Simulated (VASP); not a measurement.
Method: vdW-DF-cx, VASP's PBE PAW potentials (set 64) (plane waves; VASP).

Input for VASP

### KPOINTS
```
K-points
0
G
  8 8 5
0 0 0
```

**POSCAR**
```
ZrS2
1
    1.8183312205    -3.1494420806     0.0000000000
    1.8183312205     3.1494420806    -0.0000000000
    0.0000000000     0.0000000000     5.8166126069
Zr S
1 2
Direct
  0.0000000000   0.0000000000   0.0000000000
  0.3333330000   0.6666670000   0.2511385672
  0.6666670000   0.3333330000   0.7488614328
```

INCAR:
```
SYSTEM = ZrS2
PREC = Accurate; ENCUT = 520; LREAL = .False.
LASPH = .True.
EDIFF = 1E-7; NELM = 100; ALGO = Normal
LMAXMIX = 4
ISMEAR = -5
GGA = CX; LUSE_VDW = .True.; AGGAC = 0.0
ISIF = 2
LWAVE = .False.; LCHARG = .True.; LORBIT = 11
NEDOS = 601
LEFG = .True.
```

POTCAR, in this order: Zr_sv S (PBE.64 set). Program: vasp_std.

### Question
Predict the energy per atom (σ→0).

### Answer

```
Property                       Result
---------------------  --------------
energy per atom (σ→0)  -5.442 eV/atom
```

File OSZICAR:
```
...
DAV:   9    -0.163267994994E+02   -0.53281E-03   -0.10138E-02  1736   0.726E-01    0.448E-01
DAV:  10    -0.163271347027E+02   -0.33520E-03   -0.19102E-03  1936   0.342E-01    0.201E-01
DAV:  11    -0.163270794467E+02    0.55256E-04   -0.20643E-04  1744   0.102E-01    0.482E-02
DAV:  12    -0.163271067379E+02   -0.27291E-04   -0.65451E-05  1592   0.559E-02    0.276E-02
DAV:  13    -0.163271055207E+02    0.12173E-05   -0.33818E-06  1904   0.103E-02    0.140E-02
DAV:  14    -0.163271059966E+02   -0.47593E-06   -0.17830E-06  1800   0.755E-03    0.178E-03
DAV:  15    -0.163271060661E+02   -0.69477E-07   -0.13168E-07  1256   0.226E-03
   1 F= -.16327106E+02 E0= -.16327106E+02  d E =0.000000E+00
```

The compound is ZrS2 in the 1T layered structure. It was relaxed first.
